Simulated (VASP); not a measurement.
Given:

```
Be3ZnSe4
1.0
   -0.00533     5.26103     5.27868
    5.26103    -0.00533     5.27868
    2.62785     2.62785     0.00000
Zn Se Be
1 4 3
Cartesian
  5.25570   5.25570  10.54102
  1.31393   1.31393   1.46373
  3.87914   1.37656   3.89398
  1.37656   3.87914   3.89398
  3.94178   3.94178   6.59765
  5.25922   2.62433   2.64151
  2.62433   5.25922   2.64151
  2.62785   2.62785   5.27739
```

These are PBEsol GGA, VASP's PBE PAW potentials (set 64) (plane waves; VASP) values and carry that method's errors. Run with 400 eV cut-off, 4×4×8 Γ-centred mesh, tetrahedra with Blöchl corrections, potentials Zn Se Be.

The cores are frozen, which limits the accuracy of field gradients.

Q: Give the principal components of the electric field gradient (V/Å²) and the asymmetry η at each nucleus.

A: 
| atom | Vxx | Vyy | Vzz | η |
|---|---|---|---|---|
| Zn1 | 6.3 | 3.0 | -9.3 | 0.36 |
| Se2 | 10.5 | 9.7 | -20.2 | 0.04 |
| Se3 | 3.7 | 3.3 | -7.0 | 0.06 |
| Se4 | 3.7 | 3.3 | -7.0 | 0.06 |
| Se5 | 2.4 | 1.5 | -3.9 | 0.21 |
| Be6 | -0.4 | -0.3 | 0.7 | 0.26 |
| Be7 | -0.4 | -0.3 | 0.7 | 0.26 |
| Be8 | 0.4 | 0.3 | -0.7 | 0.21 |

The structure was generated: Be3ZnSe4 was put into an ordered model structure (Amm2), which need not be its known phase. It was relaxed first.
